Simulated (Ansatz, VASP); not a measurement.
## AlN (AlN (P6_3mc)): VASP beside Ansatz

Wanted: the spread between two codes on one cell, functional and k mesh. The cell is taken from a series of runs on this material, whose earlier steps may have relaxed, scaled, displaced or heated it; both programs get it as it stands.

Method: plane waves, with VASP 6.6.1 beside it; single point at HSE06, in Ansatz 0.2.0.

## 1. The structure

Symmetry: P6_3mc, No. 186, hexagonal system. The conventional cell has a = 3.130 Å, b = 3.130 Å, c = 5.018 Å, α = 90.00°, β = 90.00°, γ = 120.00°. Al has 4 N at 1.90 to 1.91 Å nearest. N has 4 Al at 1.90 to 1.91 Å nearest. Farther neighbours and most contacts between anions are not listed.

Structure file:

```cif
data_structure
_symmetry_space_group_name_H-M 'P 1'
_symmetry_Int_Tables_number 1
_cell_length_a 6.2605
_cell_length_b 6.2605
_cell_length_c 5.0180
_cell_angle_alpha 90.000
_cell_angle_beta 90.000
_cell_angle_gamma 120.000
_cell_volume 170.32
loop_
_atom_site_label
_atom_site_type_symbol
_atom_site_fract_x
_atom_site_fract_y
_atom_site_fract_z
_atom_site_occupancy
Al1 Al 0.16667 0.33333 0.99923 1
Al2 Al 0.33333 0.16667 0.49923 1
Al3 Al 0.16667 0.83333 0.99923 1
Al4 Al 0.33333 0.66667 0.49923 1
Al5 Al 0.66667 0.33333 0.99923 1
Al6 Al 0.83333 0.16667 0.49923 1
Al7 Al 0.66667 0.83333 0.99923 1
Al8 Al 0.83333 0.66667 0.49923 1
N9 N 0.16667 0.33333 0.38077 1
N10 N 0.33333 0.16667 0.88077 1
N11 N 0.16667 0.83333 0.38077 1
N12 N 0.33333 0.66667 0.88077 1
N13 N 0.66667 0.33333 0.38077 1
N14 N 0.83333 0.16667 0.88077 1
N15 N 0.66667 0.83333 0.38077 1
N16 N 0.83333 0.66667 0.88077 1
```

## 2. Ansatz: single point, HSE06

Ansatz runs on its default PAW (the set named soft_2) files.

A single point gives forces, pressure and levels at one fixed geometry, so differences don't come from the geometry; what else differs is listed under the comparison.

Contents of input.yaml:

```yaml
crystal:
  lattice:
    - [6.2604712, 0.0, 0.0]
    - [-3.1302356, 5.4217271, 0.0]
    - [0.0, 0.0, 5.01800697]
  atoms:
    - { symbol: Al, position: [0.1666666666667, 0.3333333333333, 0.999229988] }
    - { symbol: Al, position: [0.3333333333333, 0.1666666666667, 0.499229988] }
    - { symbol: "N", position: [0.1666666666667, 0.3333333333333, 0.380770012] }
    - { symbol: "N", position: [0.3333333333333, 0.1666666666667, 0.880770012] }
    - { symbol: Al, position: [0.1666666666667, 0.8333333333333, 0.999229988] }
    - { symbol: Al, position: [0.3333333333333, 0.6666666666667, 0.499229988] }
    - { symbol: "N", position: [0.1666666666667, 0.8333333333333, 0.380770012] }
    - { symbol: "N", position: [0.3333333333333, 0.6666666666667, 0.880770012] }
    - { symbol: Al, position: [0.6666666666667, 0.3333333333333, 0.999229988] }
    - { symbol: Al, position: [0.8333333333333, 0.1666666666667, 0.499229988] }
    - { symbol: "N", position: [0.6666666666667, 0.3333333333333, 0.380770012] }
    - { symbol: "N", position: [0.8333333333333, 0.1666666666667, 0.880770012] }
    - { symbol: Al, position: [0.6666666666667, 0.8333333333333, 0.999229988] }
    - { symbol: Al, position: [0.8333333333333, 0.6666666666667, 0.499229988] }
    - { symbol: "N", position: [0.6666666666667, 0.8333333333333, 0.380770012] }
    - { symbol: "N", position: [0.8333333333333, 0.6666666666667, 0.880770012] }
basis:
  ecutwfc: 420.0
  ecutrho_ratio: 4
  xc_grid: 2
  fft_grid_basis: typed
  precision: f64
kpoints:
  mp_grid: { grid: [1, 1, 2] }
  band_path: { path: [VBM, CBM], npoints: 1 }
hamiltonian:
  xc: hse06
  pseudopotentials: { kind: paw }
scf:
  max_iter: 120
  occupations: { method: fermi_dirac, width: 0.01 }
output:
  forces: true
checkpoint:
  write: "../host.point.run"
  compress: false
  write_wavefunctions: true
  write_every: 100000
```

Command:

```
> ansatz run input.yaml --threads 2 --pin off --max-ram 3768MiB --backend cpu --events-out ev --progress --plain --runs-dir out
```

Numbers of over 12 decimals in the logs are rounded to 6 here.

The program printed:

```text
exact exchange: scf.exx.singularity resolves to wigner_seitz, which cuts the screened interaction at the faces of the exchange supercell's Wigner-Seitz cell, so that each pair interacts once, at the shortest of its separations (the periodic images that this leaves out come, for a point-like exchange hole, to about 0.234 eV on a filled level). The cut falls within the interaction's reach, and what an exchange supercel [...]
Engine: ansatz 0.2.0, x86_64-unknown-linux-gnu
Pseudopotentials: kind: paw
Pseudopotential: Al, paw, valence charge 3, recommended cutoff 420 eV (normal), Al.paw.azcp
Pseudopotential: N, paw, valence charge 5, recommended cutoff 420 eV (normal), N.paw.azcp
Functional definition: HSE06
  parameter a = 0.25
  parameter omega = 0.11/bohr
  exchange = pbe_x - a*pbe_x_sr(omega) + a*exact_x_sr(omega)
  correlation = pbe_c
Crystal: 16 atoms, lattice volume = 170.324 Å³
Basis set: ecut = 420 eV, 3365 PW (Γ), exchange–correlation on 90×90×72 points (8 copies of the dense FFT grid, shifted against one another)
Bands: 48, of which v1, the nominal top of the filled ones, is band 32 counted from 1 (31 counted from 0)
Symmetry: 48 space group operations
Space group: P63mc (ITA 186), of the structure as read, at distance tolerance 5.5e-5 Å
k-points: 2
Non-local potential: Al, projectors of the file, l = 0: 2, l = 1: 2, l = 2: 1
Non-local potential: N, projectors of the file, l = 0: 2, l = 1: 2, l = 2: 1
PAW form: soft (Blöchl's): semilocal exchange-correlation on the pseudo side does not see the compensation charge
PAW frozen core: Al, regenerated for the run's functional, and the local potential with it (the file was generated under x = pbe(κ = 0.804, μ = 0.219515), c = pbe(β = 0.066725))
PAW frozen core: N, regenerated for the run's functional, and the local potential with it (the file was generated under x = pbe(κ = 0.804, μ = 0.219515), c = pbe(β = 0.066725))
PAW one-centre angular grid: Al, 110 points (default); XC on 64 Gauss nodes
PAW one-centre angular grid: N, 110 points (default); XC on 64 Gauss nodes
Initial density: superposition of atomic densities (neutral atoms: chi_scale 0, normalization atom), corrected by the library's trained network
Initial wavefunctions: pseudopotential atomic-orbital guess
Functional: x = pbe(κ = 0.804, μ = 0.219515), c = pbe(β = 0.066725), warm-up for x = pbe(κ = 0.804, μ = 0.219515) + 0.25 (exact − pbe) at short range (hse, ω = 0.207870 Å⁻¹), c = pbe(β = 0.066725); HSE06 as pw.x's `hse` composes it (authors' and Libxc's form: `xc: wpbeh`)
SCF iter   1: F=—  HF=-7389.182565 eV  |F-HF|=—  |Δ(HF+E_count)|=         —  Δρ=1.64e-2  dr2=3.99e-1  ethr=1.77e-3  ⟨swp⟩=10.0  Hψ=535  notcnv=0
preconditioner: auto → none  [insulator: Δε(μ)=4.032 eV  Ē_g=12.645 eV  σ=0.010 eV  W_gap=1.00  n_scr=26 (ndim 8)  ℏωp=22.8 eV  f_vac=0.000  D(μ)=0.00/eV (n_scr^D=0)]
iter 2 solved again at ethr=3.43e-5 eV; its pass at ethr=6.23e-4 eV (dr2=2.20e-2 eV) is discarded
SCF iter   2: F=—  HF=-7389.086503 eV  |F-HF|=—  |Δ(HF+E_count)|=   9.61e-2  Δρ=5.86e-3  dr2=2.23e-2  ethr=3.43e-5  ⟨swp⟩=4.5  Hψ=467  notcnv=0  defer=1
SCF iter   3: F=—  HF=-7389.088374 eV  |F-HF|=—  |Δ(HF+E_count)|=   1.87e-3  Δρ=2.36e-3  dr2=3.91e-3  ethr=3.43e-5  ⟨swp⟩=2.5  Hψ=193  notcnv=0  defer=1
SCF iter   4: F=-7389.089183 eV  HF=-7389.089180 eV  |F-HF|=2.80e-6  |Δ(HF+E_count)|=   8.06e-4  Δρ=1.22e-4  dr2=1.05e-5  ethr=6.12e-6  ⟨swp⟩=5.5  Hψ=228  notcnv=0  defer=1
SCF 1 stopped early in 4 iterations: F = -7389.089183 eV  dr2 = 1.05e-5
  greatest PAW one-centre occupation: 0.772 electrons in one spin orbital (limit 2), on the N atom at site 15 (counted from 0), in its partial waves of l = 0
Initial density: handed on by an earlier stage of this run
Initial wavefunctions: those handed on with the density
Functional: x = pbe(κ = 0.804, μ = 0.219515) + 0.25 (exact − pbe) at short range (hse, ω = 0.207870 Å⁻¹), c = pbe(β = 0.066725); HSE06 as pw.x's `hse` composes it (authors' and Libxc's form: `xc: wpbeh`)
Exchange kernel: α = 0.2500, screened, ω = 0.2079 Å⁻¹, Wigner–Seitz truncation, v(0) = 659.7020 eV·Å³, q-mesh 1×1×2, nearest image of the exchange supercell L = 6.26 Å, pair-density grid 30×30×24, without the augmentation charges, whose exchange is taken in its separable form by FFT convolution over the k-point mesh (sized by the pseudopotential files, 40×40×36 at the most), smooth part of the exact exchange by density-matrix convolution
Frozen-core exchange: fock
SCF iter   1: F=—  HF=-7392.858662 eV  |F-HF|=—  |Δ(HF+E_count)|=         —  Δρ=6.20e-3  dr2=3.07e-2  ethr=1.64e-7  ⟨swp⟩=10.5  Hψ=595  notcnv=0
preconditioner: auto → none  [insulator: Δε(μ)=5.296 eV  Ē_g=14.548 eV  σ=0.010 eV  W_gap=1.00  n_scr=26 (ndim 8)  ℏωp=22.8 eV  f_vac=0.000  D(μ)=0.00/eV (n_scr^D=0)]
SCF iter   2: F=—  HF=-7392.847513 eV  |F-HF|=—  |Δ(HF+E_count)|=   1.11e-2  Δρ=2.59e-3  dr2=8.46e-3  ethr=1.64e-7  ⟨swp⟩=4.0  Hψ=349  notcnv=0
SCF iter   3: F=—  HF=-7392.844854 eV  |F-HF|=—  |Δ(HF+E_count)|=   2.66e-3  Δρ=1.96e-4  dr2=1.74e-3  ethr=1.64e-7  ⟨swp⟩=4.0  Hψ=340  notcnv=0
SCF iter   4: F=—  HF=-7392.864949 eV  |F-HF|=—  |Δ(HF+E_count)|=   2.01e-2  Δρ=5.09e-4  dr2=3.01e-4  ethr=4.60e-8  ⟨swp⟩=6.5  Hψ=408  notcnv=0
SCF iter   5: F=—  HF=-7392.864877 eV  |F-HF|=—  |Δ(HF+E_count)|=   7.24e-5  Δρ=2.23e-5  dr2=2.37e-5  ethr=4.60e-8  ⟨swp⟩=4.0  Hψ=238  notcnv=0
SCF iter   6: F=-7392.865092 eV  HF=-7392.865093 eV  |F-HF|=1.09e-6  |Δ(HF+E_count)|=   2.16e-4  Δρ=6.53e-5  dr2=7.94e-6  ethr=9.35e-10  ⟨swp⟩=6.5  Hψ=381  notcnv=0
SCF 2 stopped early in 6 iterations: F = -7392.865092 eV  dr2 = 7.94e-6
  Residual-converged pass: ⟨swp⟩=3.0  Hψ=188  notcnv=0  max |occ|·‖R‖ = 5.2e-6 eV (tolerance 6.7e-6 eV)  dr2=7.96e-6  dr2_onsite=1.43e-7  max |Δocc| = 0.0e0
  greatest PAW one-centre occupation: 0.774 electrons in one spin orbital (limit 2), on the N atom at site 15 (counted from 0), in its partial waves of l = 0
hybrid outer 1: dexx = +2.230e-2 eV, tail = 3.98e-5 eV
Exchange kernel: α = 0.2500, screened, ω = 0.2079 Å⁻¹, Wigner–Seitz truncation, v(0) = 659.7020 eV·Å³, q-mesh 1×1×2, nearest image of the exchange supercell L = 6.26 Å, pair-density grid 30×30×24, without the augmentation charges, whose exchange is taken in its separable form by FFT convolution over the k-point mesh (sized by the pseudopotential files, 40×40×36 at the most), smooth part of the exact exchange by density-matrix convolution
Frozen-core exchange: fock
SCF iter   1: F=—  HF=-7392.865070 eV  |F-HF|=—  |Δ(HF+E_count)|=         —  Δρ=2.00e-5  dr2=2.93e-7  ethr=3.11e-7  ⟨swp⟩=5.0  Hψ=218  notcnv=0
preconditioner: auto → none  [insulator: Δε(μ)=5.341 eV  Ē_g=14.561 eV  σ=0.010 eV  W_gap=1.00  n_scr=26 (ndim 8)  ℏωp=22.8 eV  f_vac=0.000  D(μ)=0.00/eV (n_scr^D=0)]
SCF iter   2: F=—  HF=-7392.865071 eV  |F-HF|=—  |Δ(HF+E_count)|=   6.61e-7  Δρ=7.96e-6  dr2=1.01e-7  ethr=3.78e-10  ⟨swp⟩=4.5  Hψ=313  notcnv=0  defer=1
SCF iter   3: F=—  HF=-7392.865071 eV  |F-HF|=—  |Δ(HF+E_count)|=   1.15e-8  Δρ=2.98e-6  dr2=1.38e-8  ethr=1.26e-10  ⟨swp⟩=4.5  Hψ=206  notcnv=0
SCF iter   4: F=-7392.865071 eV  HF=-7392.865071 eV  |F-HF|=6.12e-10  |Δ(HF+E_count)|=   6.87e-8  Δρ=6.88e-7  dr2=1.24e-9  ethr=5.27e-12  ⟨swp⟩=5.0  Hψ=309  notcnv=0  defer=1
SCF 3 converged in 4 iterations: F = -7392.865071 eV  dr2 = 1.24e-9
  Residual-converged pass: ⟨swp⟩=2.5  Hψ=166  notcnv=0  max |occ|·‖R‖ = 1.1e-6 eV (tolerance 1.3e-6 eV)  dr2=1.26e-9  dr2_onsite=7.15e-11  max |Δocc| = 0.0e0
hybrid outer 2: dexx = +4.692e-7 eV, tail = 9.28e-9 eV, Δε = 1.86e-3 eV (about 3.69e-5 eV left of the loop's levels), ΔF = 1.67e-4 eV/Å (tail 4.86e-5)
NSCF: frozen V_eff on 28 k-points
NSCF: frozen V_eff on 28 k-points
[...]
hybrid SCF converged: 2 outer / 10 inner (+4 warm-up), last move |dexx| = 4.69e-7 eV, tail = 9.28e-9 eV
Stability not checked: this state was not tested for a lower state beside it, because the functional holds exact exchange (a hybrid, or Hartree-Fock), whose exchange loop this test does not read (fock_operator; see scf.lower_state_search)
Free energy (F): -7392.865071 eV
Frozen-core exchange: fock
Harris-Foulkes:  -7392.865071 eV  (|F-HF|=6.12e-10)
Internal energy: -7392.865071 eV  (E = F + TS)
E sigma→0 (E₀):  -7392.865071 eV
Fermi energy:    8.974932 eV
--- Per-component energies (eV) ---
  E_band       = 37.155967
  E_kinetic    = 1288.201183
  E_local      = -1819.003619  (includes V_loc(G=0)·N_el)
  E_nonlocal   = 427.790929
  E_hartree    = 640.944281
  E_xc         = -659.782790
  E_vxc        = -694.304998  (∫ρ·V_xc dr)
  E_exx        = -143.818605  (= α·E_x^exact, valence–valence)
  E_paw        = -4774.465159  (= ΣΔE_a)
  E_vpaw       = -159.780261  (= ΣTr[D̂ρ^β])
  E_aug_tail   = 0.000793  (compensation charges beyond the density's cutoff)
  E_ewald      = -2352.196126
  E_core_change = -0.535958  (= ΣΔE_core)
  E_smearing   = -0.000000  (= −TS)
  E_closure    = -0.000001  (closes the sum)
  Σ components = -7392.865071   (vs F -7392.865071, Δ=0.00e0)
--- Forces (eV/Å), atoms counted from 1 ---
  atom   1  Al    -0.00000000     0.00000000    -0.33779182
  atom   2  Al    -0.00000000    -0.00000000    -0.33779182
  atom   3  N      0.00000000     0.00000000     0.33775199
  atom   4  N      0.00000000    -0.00000000     0.33775199
  atom   5  Al    -0.00000000     0.00000000    -0.33779182
  atom   6  Al    -0.00000000    -0.00000000    -0.33779182
  atom   7  N      0.00000000     0.00000000     0.33775199
  atom   8  N      0.00000000     0.00000000     0.33775199
  atom   9  Al    -0.00000000     0.00000000    -0.33779182
  atom  10  Al    -0.00000000    -0.00000000    -0.33779182
  atom  11  N      0.00000000     0.00000000     0.33775199
  atom  12  N      0.00000000    -0.00000000     0.33775199
  atom  13  Al    -0.00000000     0.00000000    -0.33779182
  atom  14  Al    -0.00000000    -0.00000000    -0.33779182
  atom  15  N      0.00000000     0.00000000     0.33775199
  atom  16  N      0.00000000    -0.00000000     0.33775199
  max |Σ_I F_I| component: 3.19e-4 eV/Å
--- Band table (eV) ---
  k-point 0: bands = [... 28 lower, 5.4145, 5.9160, 5.9160, 6.3047, 11.6452, 13.2248, 13.2248, 13.2248, ... 7 higher]
  k-point 1: bands = [... 28 lower, 5.5458, 5.5458, 5.5458, 5.5458, 12.7119, 12.7119, 12.7119, 12.7119, ... 7 higher]
  guard bands above this table: 5 of the run's 48 bands. The solve was not asked for them (output.publish_guard_bands: true or output.eigenvalues: true publishes all)
```

In the SCF lines HF is the Harris–Foulkes energy and dr2 the Hartree energy of the density residual, in eV; the loop may stop once dr2 is under the threshold and the program's other checks hold. Hψ counts applications of the Hamiltonian.

(Continued in part 2 of 2.)

[Lines on the potential files, build, host, timing and source positions are cut from VASP's logs without a mark.]

[Logs are printed without paths, hosts, clocks, repeated set-up lines and the standing remarks that a program may print on its own settings, such as how far it seeks lower states.]

[Hosts, paths, dates, database ids (printed as entryN), source tags and the programs' standing remarks are cut or masked in the printed files.]
